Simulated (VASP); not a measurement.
Method: RPBE GGA, VASP's PBE PAW potentials (set 64) (plane waves; VASP).

A VASP calculation is set up with these files.

KPOINTS:
```
kpoints
0
G
5 5 7
```

**INCAR**
```
ALGO  =  Normal
EDIFF  =  1E-7
EDIFFG  =  -0.01
ENCUT  =  520
GGA  =  RP
IBRION  =  2
ISIF  =  4
ISMEAR  =  0
LASPH  =  .TRUE.
LCHARG  =  .FALSE.
LREAL  =  .FALSE.
LWAVE  =  .FALSE.
NELM  =  100
NSW  =  30
PREC  =  Accurate
SIGMA  =  0.05
SYSTEM  =  MgF2
```

### POSCAR
```
MgF2
1
    4.7129481521     0.0000000000     0.0000000000
    0.0000000000     4.7129481521     0.0000000000
    0.0000000000     0.0000000000     3.0936043149
Mg F
2 4
Direct
  0.0000000000   0.0000000000   1.0000000000
  0.5000000000   0.5000000000   0.5000000000
  0.3038636498   0.3038636498   1.0000000000
  0.8038636498   0.1961363502   0.5000000000
  0.1961363502   0.8038636498   0.5000000000
  0.6961363502   0.6961363502   0.0000000000
```

POTCAR, in this order: Mg F (PBE.64 set). Program: vasp_std.

Task: What will the output report for the number of irreducible k-points (NKPTS), largest plane-wave count, number of space-group operations, FFT grid (NGX, NGY, NGZ)?

Result: 
The number of irreducible k-points (NKPTS) is 24 and the largest plane-wave count comes out as 1873. The number of space-group operations is 16. The FFT grid (NGX, NGY, NGZ) is 36 × 36 × 24.

The compound is MgF2 in the rutile structure. This cell is one point of a volume scan, at 0.97 of the reference volume. Symmetry was kept, so distortions that lower it aren't found.
